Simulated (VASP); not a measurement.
```
Hf
1.0
    1.59500    -2.76262     0.00000
    1.59500     2.76262     0.00000
    0.00000     0.00000     5.05000
Hf
2
Cartesian
  1.59500   0.92088   1.26250
  1.59500  -0.92088   3.78750
```

Calculation: rev-vdW-DF2, VASP's PBE PAW potentials (set 64) (plane waves; VASP). Settings: 520 eV cut-off, 12×12×7 Γ-centred mesh, first-order Methfessel-Paxton smearing of 0.10 eV, potentials Hf_pv.

### Question
The ions, cell shape and volume are relaxed. What does this cell relax into?

### Answer

```
Hf
1.0
    1.58685    -2.74850     0.00000
    1.58685     2.74850     0.00000
    0.00000     0.00000     5.02020
Hf
2
Direct
  0.33333   0.66667   0.25000
  0.66667   0.33333   0.75000
```
Space group P6_3/mmc (194), at a tolerance of 0.03 Å.

### Question
How do energy and volume change from the first to the last step?

### Answer
The energy (σ→0) changes by -1.9 meV/atom and the volume by -1.6 %, in 4 ionic steps.

The compound is Hf in the hcp structure. This run relaxes it. Symmetry was kept, so distortions that lower it aren't found.
